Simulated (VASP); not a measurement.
# Mg2CdO3 (C2/m) in VASP: relaxation of cell and atoms with PBE

Aim: the relaxation of cell and atoms of Mg2CdO3 with PBE.

All numbers are computed with VASP 6.6.1; they aren't measurements. Logs are shortened: lines on timing, memory, paths and dates and some standing lists are left out, and cuts for length are marked.

## Step 1: The structure

It takes space group C2/m (No. 12, monoclinic). Conventional cell: a = 5.440 Å, b = 9.428 Å, c = 5.469 Å, α = 90.00°, β = 109.37°, γ = 90.00°. Around Mg (site symmetry 2/m) lie 6 O at 2.12 to 2.28 Å. Mg (site symmetry 2) has 6 O at 2.11 to 2.26 Å as nearest neighbours. Around Mg (site symmetry 2/m) lie 6 O at 2.17 to 2.22 Å. Around Cd (site symmetry 2) lie 6 O at 2.32 to 2.35 Å. Around O (site symmetry 1) lie 4 Mg at 2.11 to 2.26 Å and 2 Cd at 2.34 to 2.35 Å. O (site symmetry m) has 4 Mg at 2.13 to 2.28 Å and 2 Cd at 2.32 Å as nearest neighbours.

The cell was built by a generator and needn't be a form met in nature.

## Step 2: Relaxation of cell and atoms, PBE

Contents of INCAR:

```
SYSTEM = Mg2CdO3
PREC = Accurate
ENCUT = 520
EDIFF = 1E-6
ISMEAR = 0
SIGMA = 0.03
LREAL = .False.
LASPH = .True.
NELM = 120
ALGO = Normal
ISIF = 3
LWAVE = .False.
LCHARG = .False.
GGA = PE
IBRION = 2
NSW = 90
EDIFFG = -0.01
KPAR = 4
```

Contents of KPOINTS:

```
Automatic mesh
0
Gamma
  6 6 6
  0 0 0
```

Contents of POSCAR:

```
Mg2CdO3
1.0
    2.7200046000     -4.7140000000      0.0000000000
    2.7200046000      4.7140000000      0.0000000000
   -1.8135189900      0.0000000000      5.1593423900
Mg Cd O
4 2 6
Direct
    0.0000000000      0.0000000000      0.5000000000
    0.3349596900      0.6650403100      0.5000000000
    0.6650403100      0.3349596900      0.5000000000
    0.5000000000      0.5000000000      0.0000000000
    0.8327322900      0.1672677100      0.0000000000
    0.1672677100      0.8327322900      0.0000000000
    0.4095457800      0.0951630900      0.7250730100
    0.9048369100      0.5904542200      0.2749269900
    0.0951630900      0.4095457800      0.7250730100
    0.5904542200      0.9048369100      0.2749269900
    0.7237247700      0.7237247700      0.7361836200
    0.2762752300      0.2762752300      0.2638163800
```

Potentials or basis: VASP PAW PBE potentials, release 64 (Mg, Cd, O).

Started as:

```bash
> cat potpaw_PBE.64/Mg/POTCAR potpaw_PBE.64/Cd/POTCAR potpaw_PBE.64/O/POTCAR > POTCAR
> mpirun -np 4 vasp_std > vasp.out
```

OUTCAR:

```text
SYSTEM = Mg2CdO3
   PREC = Accurate
   ENCUT = 520
   EDIFF = 1E-6
   ISMEAR = 0
   LREAL = .False.
   LASPH = .True.
   NELM = 120
   ISIF = 3
   GGA = PE
   IBRION = 2
   NSW = 90
   EDIFFG = -0.01

 ion  position               nearest neighbor table
   1  0.000  0.000  0.500-   7 2.12   8 2.12   9 2.12  10 2.12  11 2.28  12 2.28   3 3.13   2 3.13
                             3 3.13   2 3.13   4 3.15   4 3.15   6 3.16   5 3.16   6 3.16   5 3.16
   2  0.335  0.665  0.500-   9 2.11  10 2.11  11 2.13  12 2.13   7 2.26   8 2.26   3 3.11   1 3.13
                             1 3.13   4 3.15   4 3.15   5 3.15   5 3.15   3 3.16   3 3.16   1 3.16
   3  0.665  0.335  0.500-   7 2.11   8 2.11  11 2.13  12 2.13   9 2.26  10 2.26   2 3.11   1 3.13
                             1 3.13   4 3.15   4 3.15   6 3.15   6 3.15   2 3.16   2 3.16   1 3.16
   4  0.500  0.500  0.000-  11 2.17  12 2.17   9 2.22  10 2.22   7 2.22   8 2.22   5 3.14   6 3.14
                             6 3.14   5 3.14   6 3.14   5 3.14   2 3.15   3 3.15   2 3.15   3 3.15
   5  0.833  0.167  0.000-  11 2.32  12 2.32   7 2.34   8 2.34   9 2.35  10 2.35   6 3.14   6 3.14
                             4 3.14   4 3.14   4 3.14   2 3.15   2 3.15   6 3.15   1 3.16   1 3.16
   6  0.167  0.833  0.000-  11 2.32  12 2.32   9 2.34  10 2.34   7 2.35   8 2.35   5 3.14   5 3.14
                             4 3.14   4 3.14   4 3.14   3 3.15   3 3.15   5 3.15   1 3.16   1 3.16
   7  0.410  0.095  0.725-   3 2.11   1 2.12   4 2.22   2 2.26   5 2.34   6 2.35
   8  0.905  0.590  0.275-   3 2.11   1 2.12   4 2.22   2 2.26   5 2.34   6 2.35
   9  0.095  0.410  0.725-   2 2.11   1 2.12   4 2.22   3 2.26   6 2.34   5 2.35
  10  0.590  0.905  0.275-   2 2.11   1 2.12   4 2.22   3 2.26   6 2.34   5 2.35
  11  0.724  0.724  0.736-   2 2.13   3 2.13   4 2.17   1 2.28   5 2.32   6 2.32
  12  0.276  0.276  0.264-   2 2.13   3 2.13   4 2.17   1 2.28   5 2.32   6 2.32

  LATTYP: Found a base centered monoclinic cell.
 ALAT       =     5.4400092000
 B/A-ratio  =     1.7330853043
 C/A-ratio  =     1.0052905954
 COS(beta)  =    -0.3316124702

  Lattice vectors:

 A1 = (   2.7200046000,  -4.7140000000,   0.0000000000)
 A2 = (   2.7200046000,   4.7140000000,   0.0000000000)
 A3 = (  -1.8135189900,   0.0000000000,   5.1593423900)

Analysis of symmetry for initial positions (statically):
=====================================================================
 Subroutine PRICEL returns:
 Original cell was already a primitive cell.

 Routine SETGRP: Setting up the symmetry group for a
 base centered monoclinic supercell.

 Subroutine GETGRP returns: Found  4 space group operations
 (whereof  4 operations were pure point group operations)
 out of a pool of  4 trial point group operations.

The static configuration has the point symmetry C_2h.

Analysis of symmetry for dynamics (positions and initial velocities):
=====================================================================
 Subroutine PRICEL returns:
 Original cell was already a primitive cell.

 Routine SETGRP: Setting up the symmetry group for a
 base centered monoclinic supercell.

 Subroutine GETGRP returns: Found  4 space group operations
 (whereof  4 operations were pure point group operations)
 out of a pool of  4 trial point group operations.

The dynamic configuration has the point symmetry C_2h.

 Subroutine INISYM returns: Found  4 space group operations
 (whereof  4 operations are pure point group operations),
 and found     1 'primitive' translations

----------------------------------------------------------------------------------------

                                     Primitive cell

  volume of cell :     132.3072

  direct lattice vectors                    reciprocal lattice vectors
     2.720004600 -4.714000000  0.000000000     0.183823219 -0.106067034  0.064614223
     2.720004600  4.714000000  0.000000000     0.183823219  0.106067034  0.064614223
    -1.813518990  0.000000000  5.159342390     0.000000000  0.000000000  0.193823151

  length of vectors
     5.442446235  5.442446235  5.468790088     0.221847220  0.221847220  0.193823151

  position of ions in fractional coordinates (direct lattice)
     0.000000000  0.000000000  0.500000000
     0.334959690  0.665040310  0.500000000
     0.665040310  0.334959690  0.500000000
     0.500000000  0.500000000  0.000000000
     0.832732290  0.167267710  0.000000000
     0.167267710  0.832732290  0.000000000
     0.409545780  0.095163090  0.725073010
     0.904836910  0.590454220  0.274926990
     0.095163090  0.409545780  0.725073010
     0.590454220  0.904836910  0.274926990
     0.723724770  0.723724770  0.736183620
     0.276275230  0.276275230  0.263816380

[... 28 lines left out ...]
     0.000000000  0.000000000  0.032303859     0.000000000  0.000000000  0.166666667

  Length of vectors
     0.036974537  0.036974537  0.032303859

  Shift w.r.t. Gamma in fractional coordinates (k-lattice)
     0.000000000  0.000000000  0.000000000

 Subroutine IBZKPT returns following result:
 ===========================================

 Found     68 irreducible k-points:

 Following reciprocal coordinates:
            Coordinates               Weight
  0.000000  0.000000  0.000000      1.000000
  0.166667 -0.000000  0.000000      4.000000
  0.333333  0.000000  0.000000      4.000000
  0.500000  0.000000  0.000000      2.000000
  0.166667  0.166667 -0.000000      2.000000
  0.333333  0.166667  0.000000      4.000000
[... 16 lines left out ...]
 -0.333333  0.166667  0.166667      4.000000
 -0.166667  0.166667  0.166667      4.000000
 [... further k-points ...]
   k-points           NKPTS =     68   k-points in BZ     NKDIM =     68   number of bands    NBANDS=     41
   number of dos      NEDOS =    301   number of ions     NIONS =     12
   total plane-waves  NPLWV =  67200
   dimension x,y,z NGX =    40 NGY =   40 NGZ =   42
   dimension x,y,z NGXF=    80 NGYF=   80 NGZF=   84
   ions per type =               4   2   6
   NGX,Y,Z   is equivalent  to a cutoff of  12.22, 12.22, 12.77 a.u.
   NGXF,Y,Z  is equivalent  to a cutoff of  24.44, 24.44, 25.54 a.u.
 SYSTEM =  Mg2CdO3
   PREC   = accura    normal or accurate (medium, high low for compatibility)
   ISTART =      0    job   : 0-new  1-cont  2-samecut
   ICHARG =      2    charge: 1-file 2-atom 10-const
   ISPIN  =      1    spin polarized calculation?
   LNONCOLLINEAR =      F non collinear calculations
   LSORBIT =      F    spin-orbit coupling
   LASPH  =      T    aspherical Exc in radial PAW
   ENCUT  =  520.0 eV  38.22 Ry    6.18 a.u.  10.12 10.12 10.17*2*pi/ulx,y,z
   NELM   =    120;   NELMIN=  2; NELMDL= -5     # of ELM steps
   EDIFF  = 0.1E-05   stopping-criterion for ELM
   LREAL  =      F    real-space projection
   EDIFFG = -.1E-01   stopping-criterion for IOM
   NSW    =     90    number of steps for IOM
   IBRION =      2    ionic relax: 0-MD 1-quasi-New 2-CG
   NFREE  =      1    steps in history (QN), initial steepest desc. (CG)
   ISIF   =      3    stress and relaxation
   ISYM   =      2    0-nonsym 1-usesym 2-fastsym
   POTIM  = 0.5000    time-step for ionic-motion
   TEBEG  =    0.0;   TEEND  =   0.0 temperature during run
   PSTRESS=    0.0 pullay stress
   NELECT =      68.0000    total number of electrons
   NUPDOWN=      -1.0000    fix difference up-down
   EMIN   =  10.00;   EMAX   =-10.00  energy-range for DOS
   EFERMI =   0.00;   METHOD = LEGACY
   ISMEAR =     0;   SIGMA  =   0.03  broadening in eV -4-tet -1-fermi 0-gaus
   EFERMI_NEDOS =   21; number of points for ismear=-14 and -15
   IALGO  =     38    algorithm
   IMIX   =      4    mixing-type and parameters
     AMIX     =   0.40;   BMIX     =  1.00
     AMIX_MAG =   1.60;   BMIX_MAG =  1.00
  volume/ion in A,a.u.               =      11.03        74.40
  Fermi-wavevector in a.u.,A,eV,Ry     =   1.311344  2.478081 23.396890  1.719623
  Thomas-Fermi vector in A             =   2.441812
   LORBIT       =      0    0 simple, 1 ext, 2 COOP (PROOUT), +10 PAW based schemes
   GGA     = PE    functional components
   LHFCALC =     F    Hartree Fock is set to
   AEXX    =    0.0000 exact exchange contribution
   IVDW    =     0    specifies the selected vdW correction
   LEPSILON=     F    determine dielectric tensor
   LRPA    =     F    only Hartree local field effects (RPA)
 conjugate gradient relaxation of ions
 non-spin polarized calculation
 Gauss-broadening in eV      SIGMA  =   0.03
  energy-cutoff  :      520.00
  volume of cell :      132.31
 maximum number of plane-waves:      3587
   NGX = 21   NGY = 21   NGZ = 21

--------------------------------------- Ionic step        1  -------------------------------------------

 number of electron      68.0000002 magnetization

 Free energy of the ion-electron system (eV)
  ---------------------------------------------------
  ext. energy  EPLUGINS =         0.00000000
  ---------------------------------------------------
  free energy    TOTEN  =       -62.28756180 eV

  energy without entropy =      -62.28756180  energy(sigma->0) =      -62.28756180

------------------------ aborting loop because EDIFF is reached ----------------------------------------

  FORCE on cell =-STRESS in cart. coord.  units (eV):
  Direction    XX          YY          ZZ          XY          YZ          ZX
  --------------------------------------------------------------------------------------
  -------------------------------------------------------------------------------------
  Total        0.2869604      0.0791766     -0.3331418      0.0000000      0.0000000     -0.0925469
  in kB        3.4749532      0.9587902     -4.0341883      0.0000000      0.0000000     -1.1206984
  external PRESSURE =       0.1331850 kB  Pullay stress =       0.0000000 kB
[... 309 lines left out ...]
--------------------------------------- Ionic step        8  -------------------------------------------

 number of electron      68.0000011 magnetization

 Free energy of the ion-electron system (eV)
  ---------------------------------------------------
  ext. energy  EPLUGINS =         0.00000000
  ---------------------------------------------------
  free energy    TOTEN  =       -62.29016111 eV

  energy without entropy =      -62.29016111  energy(sigma->0) =      -62.29016111

 E-fermi :   2.7008     XC(G=0): -11.1151

 val. band max:        2.5764111819   @ k =   0.5000   0.5000   0.0000
 cond. band min:       4.4302092397   @ k =   0.0000   0.0000   0.0000
 fundamental gap:      1.8537980578
 Fermi energy:         2.7008118432

 k-point     1 :       0.0000    0.0000    0.0000
  band No.  band energies     occupation
      1     -14.6206      2.00000
      2     -13.6132      2.00000
      3     -13.5457      2.00000
      4     -13.5138      2.00000
      5     -13.4650      2.00000
      6     -13.4405      2.00000
[... 1045 lines left out ...]
     40      11.3622      0.00000
     41      11.8146      0.00000

 [... further k-points ...]

------------------------ aborting loop because EDIFF is reached ----------------------------------------

  FORCE on cell =-STRESS in cart. coord.  units (eV):
  Direction    XX          YY          ZZ          XY          YZ          ZX
  --------------------------------------------------------------------------------------
  -------------------------------------------------------------------------------------
  Total        0.0205900      0.0253914     -0.0090130      0.0000000      0.0000000      0.0048364
  in kB        0.2493926      0.3075486     -0.1091682      0.0000000      0.0000000      0.0585796
  external PRESSURE =       0.1492577 kB  Pullay stress =       0.0000000 kB
[... 27 lines left out ...]
  FREE ENERGIE OF THE ION-ELECTRON SYSTEM (eV)
  ---------------------------------------------------
  free  energy   TOTEN  =       -62.2901611140 eV

  energy  without entropy=      -62.2901611140  energy(sigma->0) =      -62.29016111

 reached required accuracy - stopping structural energy minimisation
```

It took 5.9 min on 4 MPI ranks of Intel Xeon Platinum 8259CL at 2.50GHz (Skylake/Cascade Lake), shared host; peak memory 0.48 GiB.

What came out:

| Quantity | Value |
| --- | --- |
| Free energy | -62.2902 eV |
| Relaxed volume | 11.02 Å³/atom |
| Relaxed cell | a = 5.444 Å, b = 5.444 Å, c = 5.463 Å, α = 99.64°, β = 99.64°, γ = 119.89° |
| Space group after relaxing (to 0.05 Å) | C2/m (No. 12) |
| Energy gained by relaxing | 0.2 meV/atom |
| Ionic steps | 8 |
| Pressure after relaxing | 0.0 GPa |
| Largest force after relaxing | 0.007 eV/Å |
| Band gap on the k mesh | 1.85 eV, indirect (least direct gap 2.27 eV) |

Forces on the atoms (eV/Å):
```
Mg   0.000  0.000  0.000
Mg   0.000  0.001  0.000
Mg   0.000 -0.001  0.000
Mg   0.000  0.000  0.000
Cd   0.000  0.001  0.000
Cd   0.000 -0.001  0.000
O    0.001 -0.001  0.000
O   -0.001 -0.001  0.000
O    0.001  0.001  0.000
O   -0.001  0.001  0.000
O   -0.004  0.000 -0.006
O    0.004  0.000  0.006
```

The path:
```tsv
step	energy change (eV)	largest force (eV/Å)	pressure (GPa)	volume (Å³)
1	0.0000	0.0684	0.01	132.31
2	-0.0015	0.0380	-0.04	132.32
3	-0.0019	0.0430	-0.04	132.34
4	-0.0022	0.0335	0.01	132.28
5	-0.0024	0.0225	0.11	132.18
6	-0.0026	0.0146	-0.09	132.36
7	-0.0026	0.0157	-0.05	132.34
8	-0.0026	0.0070	0.01	132.28
```

Final structure:
```
CELL_PARAMETERS angstrom
2.72643 -4.71152 -0.00216
2.72643 4.71152 -0.00216
-1.82189 0.00000 5.15016
ATOMIC_POSITIONS crystal
Mg 0.00000 0.00000 0.50000
Mg 0.33471 0.66529 0.50000
Mg 0.66529 0.33471 0.50000
Mg 0.50000 0.50000 0.00000
Cd 0.83244 0.16756 0.00000
Cd 0.16756 0.83244 0.00000
O 0.40795 0.09282 0.72398
O 0.90718 0.59205 0.27602
O 0.09282 0.40795 0.72398
O 0.59205 0.90718 0.27602
O 0.72303 0.72303 0.73813
O 0.27697 0.27697 0.26187
```
